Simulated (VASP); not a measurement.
Input:

```
CELL_PARAMETERS angstrom
      0.00000     2.67500     2.67500
      2.67500     0.00000     2.67500
      2.67500     2.67500     0.00000
ATOMIC_POSITIONS crystal
  K  0.00000 0.00000 0.00000
  F  0.50000 0.50000 0.50000
```

All values below come from PBE GGA, VASP's PBE PAW potentials (set 64) (plane waves; VASP 6.6.1). Run with 400 eV cut-off, 9×9×9 Γ-centred mesh, Fermi-Dirac smearing of 0.010 eV, potentials K_sv F.

**Question.** Give the energies of bands 6 to 10 at the high-symmetry points, in eV from the valence-band maximum.

**Answer.** 
```tsv
band	Γ	X	U	L	W
6	0.00	-0.21	-0.33	-0.78	-0.40
7	0.00	-0.05	-0.19	-0.34	-0.16
8	0.00	-0.05	-0.19	-0.34	-0.16
9	6.17	8.23	8.97	9.08	9.75
10	10.70	10.31	10.74	10.61	9.75
```

The gap is direct, 6.17 eV, from the valence maximum at Γ to the conduction minimum at Γ.

The structure is a typed KF crystal (Fm-3m). The cell was not relaxed at this level.
